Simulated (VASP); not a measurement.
# Sb2Pt (Geversite): formation energy of S on the Pt site, part 6 of 6

Wanted: what S on the Pt site costs in Sb2Pt (Geversite) and how the lattice relaxes round it. The start is a cell from a database of measured crystal structures.

VASP 6.6.1, plane waves and PAW; the level of theory is named at each step.

So far, formation energy of the neutral defect (eV): step 8 (formation energies) 3.46.

### Step 9. Defect, bad settings

This step: SCAN; plane waves and PAW (S, Pt, Sb) (VASP 6.6.1).

As a lesson, the run is repeated with a fault in its input.

File INCAR:

```
SYSTEM = Sb16Pt7S
PREC = Normal
ENCUT = 120
EDIFF = 1E-05
NELM = 63
ISMEAR = 1
SIGMA = 0.2
LREAL = Auto
ALGO = Normal
METAGGA = SCAN
LASPH = .TRUE.
NBANDS = 102
LORBIT = 11
LWAVE = .FALSE.
LCHARG = .FALSE.
KPAR = 2
NCORE = 2
ISYM = 0
```

File POSCAR:

```
Sb16Pt7S
1.0
    0.0000000000      6.4398658394      6.4398658394
    6.4398658394      0.0000000000      6.4398658394
    6.4398658394      6.4398658394      0.0000000000
S Pt Sb
1 7 16
Direct
    0.5000000000      0.0000000000      0.0000000000
    0.0000000000      0.5000000000      0.5000000000
    0.0000000000      0.0000000000      0.5000000000
    0.5000000000      0.5000000000      0.0000000000
    0.0000000000      0.5000000000      0.0000000000
    0.5000000000      0.0000000000      0.5000000000
    0.0000000000      0.0000000000      0.0000000000
    0.5000000000      0.5000000000      0.5000000000
    0.3134914747      0.5595255858      0.8134914747
    0.8126163107      0.0621510778      0.3126163107
    0.5583594859      0.8096234127      0.3265170119
    0.0633704563      0.3120820150      0.8126779783
    0.8118695605      0.3120820150      0.5633704563
    0.3055000994      0.8096234127      0.0583594859
    0.3126779783      0.3120820150      0.3118695605
    0.8265170119      0.8096234127      0.8055000994
    0.1873836893      0.9378489222      0.6873836893
    0.6865085253      0.4404744142      0.1865085253
    0.9366295437      0.6879179850      0.1873220217
    0.4416405141      0.1903765873      0.6734829881
    0.6944999006      0.1903765873      0.9416405141
    0.1881304395      0.6879179850      0.4366295437
    0.1734829881      0.1903765873      0.1944999006
    0.6873220217      0.6879179850      0.6881304395
```

File KPOINTS:

```
Automatic mesh
0
Monkhorst-Pack
3 3 3
0 0 0
```

The projector-augmented-wave data sets are S, Pt and Sb (PBE family, release 64).

Launch:

```sh
$ mpirun -np 4 vasp_std
```

The program printed:

```text
[... set-up lines as in an earlier step ...]
 entering main loop
       N       E                     dE             d eps       ncg     rms          rms(c)
DAV:   1    -0.700426957325E+03   -0.70043E+03   -0.25039E+04  2856   0.401E+02
DAV:   2    -0.112306556925E+04   -0.42264E+03   -0.40252E+03  3512   0.135E+02
DAV:   3    -0.114615108258E+04   -0.23086E+02   -0.22550E+02  3368   0.313E+01
DAV:   4    -0.114662444163E+04   -0.47336E+00   -0.46964E+00  3640   0.408E+00
DAV:   5    -0.114663357425E+04   -0.91326E-02   -0.91145E-02  3386   0.515E-01    0.203E+02
DAV:   6    -0.108973346171E+04    0.56900E+02   -0.13299E+02  3110   0.345E+01    0.784E+01
DAV:   7    -0.109029438905E+04   -0.56093E+00   -0.19397E+01  3030   0.139E+01    0.365E+01
DAV:   8    -0.108919550749E+04    0.10989E+01   -0.38287E+00  3218   0.471E+00    0.407E+00
DAV:   9    -0.108897703481E+04    0.21847E+00   -0.92279E-01  3248   0.342E+00    0.152E+00
DAV:  10    -0.108901570700E+04   -0.38672E-01   -0.15526E-01  3240   0.979E-01    0.177E+00
DAV:  11    -0.108899334780E+04    0.22359E-01   -0.21869E-02  3376   0.474E-01    0.367E-01
DAV:  12    -0.108898028870E+04    0.13059E-01   -0.66066E-03  3328   0.215E-01    0.165E-01
DAV:  13    -0.108897819014E+04    0.20986E-02   -0.37262E-04  3384   0.505E-02    0.704E-02
DAV:  14    -0.108897746488E+04    0.72525E-03   -0.24842E-05  2320   0.168E-02    0.443E-02
DAV:  15    -0.108897712431E+04    0.34057E-03   -0.12149E-05  1680   0.104E-02    0.122E-02
DAV:  16    -0.108897685979E+04    0.26452E-03   -0.98280E-06  1680   0.903E-03    0.431E-03
DAV:  17    -0.108897676788E+04    0.91904E-04   -0.17880E-06  1680   0.359E-03    0.742E-03
DAV:  18    -0.108897672540E+04    0.42480E-04   -0.33469E-07  1662   0.156E-03    0.221E-03
DAV:  19    -0.108897673850E+04   -0.13101E-04   -0.11380E-07  1662   0.102E-03    0.153E-03
DAV:  20    -0.108897674676E+04   -0.82532E-05   -0.53937E-08  1662   0.659E-04
   1 F= -.10889767E+04 E0= -.10889790E+04  d E =0.684901E-02
```

Elapsed: 2.1 min, on 4 MPI ranks of AMD EPYC 7R43, shared host; peak memory 0.47 GiB.

From OUTCAR (step 9):

```text
   k-points           NKPTS =     14   k-points in BZ     NKDIM =     14   number of bands    NBANDS=    102

   ENCUT  =  120.0 eV   8.82 Ry    2.97 a.u.   8.13  8.13  8.13*2*pi/ulx,y,z

   NELECT =     156.0000    total number of electrons

 E-fermi :   9.1967

 k-point     1 :       0.0000    0.0000    0.0000
  band No.  band energies     occupation
    ...
     78       8.5070      2.00001
     79       8.8988      2.05622
     80       9.0365      1.98062
     81       9.0619      1.90108
     82       9.2361      0.67406
     83      10.1207     -0.00000
     84      10.1723     -0.00000
     85      11.3601     -0.00000
     86      11.3722     -0.00000
     87      11.4288     -0.00000
    ...

  Total     -393.6830359   -393.7937480   -393.7247277      0.8214607      0.9345552      0.1320418
  in kB    -1180.8556943  -1181.1877763  -1180.9807493      2.4639785      2.8032066      0.3960605
  external PRESSURE =   -1181.0080733 kB  Pullay stress =       0.0000000 kB

 POSITION                                       TOTAL-FORCE (eV/Angst)
 -----------------------------------------------------------------------------------
      0.00000      3.21993      3.21993        -0.000110     -0.000028     -0.000064
      6.43987      3.21993      3.21993         0.000302      0.000221      0.000007
      3.21993      3.21993      0.00000         0.000123      0.000120     -0.000042
      3.21993      3.21993      6.43987         0.000121      0.000232     -0.000106
      3.21993      0.00000      3.21993         0.000100      0.000109      0.000045
      3.21993      6.43987      3.21993         0.000323      0.000090      0.000128
      0.00000      0.00000      0.00000         0.000131     -0.000260     -0.000071
      6.43987      6.43987      6.43987         0.000004     -0.000259     -0.000020
      8.84205      7.25762      5.62211        -0.046688      0.016511     -0.081080
      2.41345      7.24635      5.63338        -0.022478     -0.004329     -0.054313
      7.31659      5.69849      8.80963         0.149600      0.251053     -0.174723
      7.24330      5.64163      2.41786         0.003796      0.026505     -0.028789
      5.63780      8.85636      7.23810        -0.020949     -0.050078     -0.065655
      5.58969      2.34321      7.18125        -0.172031     -0.189050     -0.285615
      4.01816      4.02200      4.02337        -0.016226      0.011097      0.046834
     10.40118     10.50997     10.53652        -0.251775      0.163670      0.181946
     10.46628      5.63338      7.24635         0.022365      0.004460      0.054335
      4.03769      5.62211      7.25762         0.046561     -0.016430      0.081150
      5.63643      7.23810     10.46187        -0.004052     -0.026470      0.028793
      5.56314      7.18125      4.07011        -0.149844     -0.251071      0.174614
      7.29004     10.53652      5.69849         0.172038      0.189041      0.285689
      7.24194      4.02337      5.64163         0.020728      0.049966      0.065619
      2.47855      2.36976      2.34321         0.251751     -0.163803     -0.181941
      8.86157      8.85773      8.85636         0.016210     -0.011296     -0.046739
 -----------------------------------------------------------------------------------
    total drift:                                0.000110     -0.000025     -0.000264

  FREE ENERGIE OF THE ION-ELECTRON SYSTEM (eV)
  ---------------------------------------------------
  free  energy   TOTEN  =     -1088.9767467557 eV

  energy  without entropy=    -1088.9835957611  energy(sigma->0) =    -1088.97902976

[... 12 further parts left out ...]
```

The fault in the input: cutoff far too low. The run ended without an error; the comparison shows what it cost.

This is a single point on the relaxed geometry, 850.2 meV an atom from the last step of the relaxation.

### Step 10. What came out

* formation energy at charge 0: 3.465 eV
* host formation enthalpy: -0.634 eV/atom

S on the Pt site costs 3.46 eV, with every exchanged atom at the energy of its element. The 6 first neighbours (Sb) lie 2.67 Å from the site in the perfect crystal and 2.76 Å on average from the atom on it after the relaxation (+3.5 %). With metallic smearing the value can move by tenths of an eV with the k mesh. S counts from free molecules, which lie above the solid by its heat of sublimation. The supercell of 24 atoms is small, so interactions between images remain.

[Lines on the potential files, build, host, timing and source positions are cut from VASP's logs without a mark.]

[Logs are printed without paths, hosts, clocks, repeated set-up lines and the standing remarks that a program may print on its own settings, such as how far it seeks lower states.]

[Hosts, paths, dates, database ids (printed as entryN), source tags and the programs' standing remarks are cut or masked in the printed files.]

[In band tables of VASP the shares of atoms and orbitals are scaled to a sum of 1 inside the atoms' spheres.]

[Runs that stopped without an error message from VASP are left out.]
